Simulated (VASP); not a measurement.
Given:

```
In
1.0
   -1.61612     1.61612     2.48854
    1.61612    -1.61612     2.48854
    1.61612     1.61612    -2.48854
In
1
Direct
  0.00000   0.00000   0.00000
```

These are PBE GGA with D4 dispersion, VASP's PBE PAW potentials (set 64) (plane waves; VASP) values and carry that method's errors. Settings: 520 eV cut-off, Gaussian smearing of 0.050 eV, potentials In_d.

Question: Give the energies of bands 6 to 9 at the high-symmetry points, in eV from the Fermi level.

Answer: 
```tsv
band	Γ	X	P	N	M	S	R
6	-9.60	-1.94	-1.17	-4.31	-3.06	-2.55	-1.68
7	10.59	-1.57	-0.07	-3.41	-2.77	-1.28	-0.21
8	10.59	3.45	-0.07	7.41	4.86	-0.56	0.07
9	10.78	3.95	1.77	9.32	4.86	6.30	1.31
```

It has no gap at this level: it comes out as a metal or semimetal.

The compound is In in the bct structure. It was relaxed first.
